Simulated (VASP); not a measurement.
A VASP calculation is set up with these files.

**INCAR**
```
! general
SYSTEM  = CuTe2
PREC    = Accurate
ENCUT   = 400   ! plane-wave cut-off (eV)
LREAL   = F
LASPH   = T

! electronic loop
EDIFF   = 1E-7   ! SCF stop (eV)
NELM    = 100   ! most electronic steps
ALGO    = Normal   ! blocked Davidson
LMAXMIX = 4   ! l cut-off of mixed one-centre charges

! smearing
ISMEAR  = -5   ! tetrahedra, Bloechl

! functional
GGA     = PS   ! PBEsol

! ions
ISIF    = 2   ! forces and stress, cell fixed

! output
LWAVE   = F
LCHARG  = T
LORBIT  = 11   ! lm-projected
NEDOS   = 601   ! DOS grid

! other
LEFG    = T
```

**KPOINTS**
```
Automatic mesh
0
Gamma
10 10 7
0 0 0
```

**POSCAR**
```
CuTe2
1.0
  3.9535137412   0.0000000000   0.0000000000
 -1.9767568706   3.4238433764   0.0000000000
  0.0000000000   0.0000000000   5.0208863647
Cu Te
1 2
Direct
  1.0000000000   1.0000000000   1.0000000000
  0.3333330000   0.6666670000   0.2743869550
  0.6666670000   0.3333330000   0.7256130450
```

POTCAR, in this order: Cu Te (PBE.64 set). Program: vasp_std.

Question: Translate this PBEsol calculation to Quantum ESPRESSO's pw.x.

Answer: One equivalent input (not run):
```
&CONTROL
  calculation = 'scf'
  pseudo_dir = './pseudo'
  outdir = './out'
  tprnfor = .true.
  tstress = .true.
/
&SYSTEM
  ibrav = 0
  nat = 3
  ntyp = 2
  ecutwfc = 92
  occupations = 'tetrahedra'
  input_dft = 'pbesol'
/
&ELECTRONS
  conv_thr = 7.3e-09
  electron_maxstep = 100
/
ATOMIC_SPECIES
  Cu 63.546 Cu.upf
  Te 127.600 Te.upf
CELL_PARAMETERS angstrom
     3.9535137   -0.0000000   -0.0000000
    -1.9767569    3.4238434   -0.0000000
     0.0000000    0.0000000    5.0208864
ATOMIC_POSITIONS crystal
  Cu   1.0000000  1.0000000  1.0000000
  Te   0.3333330  0.6666670  0.2743870
  Te   0.6666670  0.3333330  0.7256130
K_POINTS automatic
  10 10 7 0 0 0
```
The two are equivalent in intent, not identical: the potentials are each code's own (VASP's PAW set, PseudoDojo norm-conserving files in pw.x), so ENCUT and ecutwfc are chosen apart and not converted; conv_thr bounds pw.x's estimated SCF error, while EDIFF bounds the energy change between steps; the field gradients of LEFG aren't asked of the other code.

The structure comes from a computed database's CuTe2 entry (P-3m1); how it stands against other phases isn't given here. It was relaxed first.
